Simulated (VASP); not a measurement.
Data:

```
NbTe2
1.0
    3.72046     0.00000     0.00000
   -1.86023     3.22201     0.00000
    0.00000     0.00000     7.14827
Nb Te
1 2
Direct
  0.00000   0.00000   0.00000
  0.66667   0.33333   0.74563
  0.33333   0.66667   0.25437
```

These are PBEsol GGA, VASP's PBE PAW potentials (set 64) (plane waves; VASP) values and carry that method's errors. Run with 300 eV cut-off, 7×7×3 Γ-centred mesh, Gaussian smearing of 0.050 eV, potentials Nb_sv Te.

At this cut-off the stress carries a Pulay error, which pulls relaxed volumes low. Energy and stress use the plane-wave basis of the starting cell.

Q: The ions, cell shape and volume are relaxed. Predict the relaxed structure.

A: 
```
NbTe2
1.0
    3.61307     0.00000     0.00000
   -1.80654     3.12901     0.00000
    0.00000     0.00000     6.73986
Nb Te
1 2
Direct
  0.00000   0.00000   0.00000
  0.66667   0.33333   0.72681
  0.33333   0.66667   0.27319
```
Space group P-3m1 (164), at a tolerance of 0.03 Å.

Q: How do energy and volume change from the first to the last step?

A: The energy (σ→0) changes by -37.5 meV/atom and the volume by -11.1 %, in 12 ionic steps.

| step | E(σ→0) (eV) | max force (eV/Å) | pressure (GPa) | volume (Å³) |
|---|---|---|---|---|
| 1 | -19.2404 | 0.089 | -3.85 | 85.69 |
| 2 | -19.2355 | 1.164 | 5.06 | 77.45 |
| 3 | -19.2959 | 0.487 | 0.07 | 81.52 |
| 4 | -19.3196 | 0.293 | -0.05 | 80.55 |
| 5 | -19.3259 | 0.106 | -0.13 | 79.73 |
| 6 | -19.3260 | 0.124 | -0.10 | 79.81 |
| 7 | -19.3306 | 0.118 | -0.14 | 79.46 |
| 8 | -19.3422 | 0.091 | -0.14 | 78.41 |
| 9 | -19.3530 | 0.015 | 0.06 | 76.28 |
| 10 | -19.3530 | 0.008 | 0.08 | 76.15 |
| 11 | -19.3524 | 0.072 | -0.46 | 76.52 |
| 12 | -19.3530 | 0.003 | 0.01 | 76.20 |

The structure comes from a computed database's NbTe2 entry (P-3m1); how it stands against other phases isn't given here. This run relaxes it. Symmetry was kept, so distortions that lower it aren't found. The k-mesh is coarse (spacing up to 0.31 per Å, 2π included), so the numbers may not be converged in it. The run is one of a series of settings (EDIFFG = -0.01, IBRION = 2, ISIF = 3, NSW = 50 against the base run), some of them coarse on purpose. The electron count is odd and the run is not spin-polarised, which forces a metal.
